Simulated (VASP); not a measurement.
Computed with vdW-DF2, VASP's PBE PAW potentials (set 64) (plane waves; VASP).

VASP ran on this input.

File KPOINTS:
```
Automatic mesh
0
Gamma
5 5 7
0 0 0
```

**INCAR**
```
# general
SYSTEM   = ZnF2
PREC     = Accurate
ENCUT    = 520   # plane-wave cut-off (eV)
LREAL    = .False.
LASPH    = .True.

# electronic loop
EDIFF    = 1E-7   # SCF stop (eV)
NELM     = 100
ALGO     = Normal   # blocked Davidson
LMAXMIX  = 4

# smearing
ISMEAR   = 0
SIGMA    = 0.05   # width (eV)

# functional
GGA      = ML
LUSE_VDW = .True.
AGGAC    = 0.0
ZAB_VDW  = -1.8867

# ions
IBRION   = 2
NSW      = 30   # most ionic steps
ISIF     = 4   # ions and shape, fixed volume
EDIFFG   = -0.01   # ionic stop

# output
LWAVE    = .False.
LCHARG   = .False.
```

POSCAR:
```
ZnF2
1.0
  4.9256814806   0.0000000000   0.0000000000
  0.0000000000   4.9256814806   0.0000000000
  0.0000000000   0.0000000000   3.3032491910
Zn F
2 4
direct
  1.0000000000   1.0000000000   1.0000000000
  0.5000000000   0.5000000000   0.5000000000
  0.3026295978   0.3026295978   1.0000000000
  0.8026295978   0.1973704022   0.5000000000
  0.1973704022   0.8026295978   0.5000000000
  0.6973704022   0.6973704022   0.0000000000
```

POTCAR, in this order: Zn F (PBE.64 set). Program: vasp_std.

**Question.** What will the output report for the number of irreducible k-points (NKPTS), largest plane-wave count, number of space-group operations, FFT grid (NGX, NGY, NGZ)?

**Answer.** 
```json
{
 "number of irreducible k-points (NKPTS)": "24",
 "largest_plane_wave_count": "2171",
 "number_of_space_group_operations": "16",
 "FFT grid (NGX, NGY, NGZ)": "40 × 40 × 28"
}
```

The compound is ZnF2 in the rutile structure. This cell is one point of a volume scan, at 1.06 of the reference volume. Symmetry was kept, so distortions that lower it aren't found.
